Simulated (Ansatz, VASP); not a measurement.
# PtCl4 in VASP and in Ansatz

Contents of INCAR:

```
ALGO = Fast
EDIFF = 1E-6
ENCUT = 520
GGA = PE
ISIF = 2
ISMEAR = 0
LASPH = T
LCHARG = F
LREAL = F
LWAVE = F
NBANDS = 27
NELM = 80
PREC = Accurate
SIGMA = 0.1
```

The input KPOINTS:

```
k-points
0
Gamma
  4 4 4
```

File POSCAR:

```
PtCl4
1.0
    5.1153537300      0.0000000000      0.0000000000
    0.0000000000      5.1153537300      0.0000000000
    0.0000000000      0.0000000000      5.1153537300
Pt Cl
1 4
Direct
    0.5000000000      0.5000000000      0.5000000000
    0.0000000000      0.0000000000      0.0000000000
    0.5000000000      0.5000000000      0.0000000000
    0.5000000000      0.0000000000      0.5000000000
    0.0000000000      0.5000000000      0.5000000000
```

Input for Ansatz:

```yaml
crystal:
  lattice:
    - [5.11535373, 0.0, 0.0]
    - [0.0, 5.11535373, 0.0]
    - [0.0, 0.0, 5.11535373]
  atoms:
    - { symbol: Pt, position: [0.5, 0.5, 0.5] }
    - { symbol: Cl, position: [0.0, 0.0, 0.0] }
    - { symbol: Cl, position: [0.5, 0.5, 0.0] }
    - { symbol: Cl, position: [0.5, 0.0, 0.5] }
    - { symbol: Cl, position: [0.0, 0.5, 0.5] }
basis:
  ecutwfc: 420
kpoints:
  mp_grid: { grid: [4, 4, 4] }
hamiltonian:
  xc: pbe
scf:
  occupations: { method: gaussian, width: 0.1 }
  lower_state_search: "off"
output:
  forces: true
  stress: true
  eigenvalues: true
```

Change from the starting cell: species swapped into the Mn4N type (Pm-3m, No. 221).

Alike in both runs: task single point; functional PBE; k mesh 4 × 4 × 4; occupations gaussian, width 0.1 eV; no spin polarisation.

|  | VASP | Ansatz |
| --- | --- | --- |
| version | VASP 6.6.1 | Ansatz 0.2.0 |
| potentials or method | VASP PAW PBE potentials, release 64 (Pt, Cl) | scalar-relativistic, plane waves, PAW |
| plane-wave cutoff (eV) | 520 | 420 |
| valence electrons in the cell | 38 | 46 |

```csv
,VASP,Ansatz,Ansatz less VASP
gap on the k mesh at the Fermi level (eV),none,none,-
pressure (GPa),-6.7,-6.5,+0.13
```

A gap of «none» marks a metal or a gap that the smearing closes. The two sets of potentials don't hold the same shells in valence.

The runs have no spin-orbit coupling, so splittings on Pt are missing.
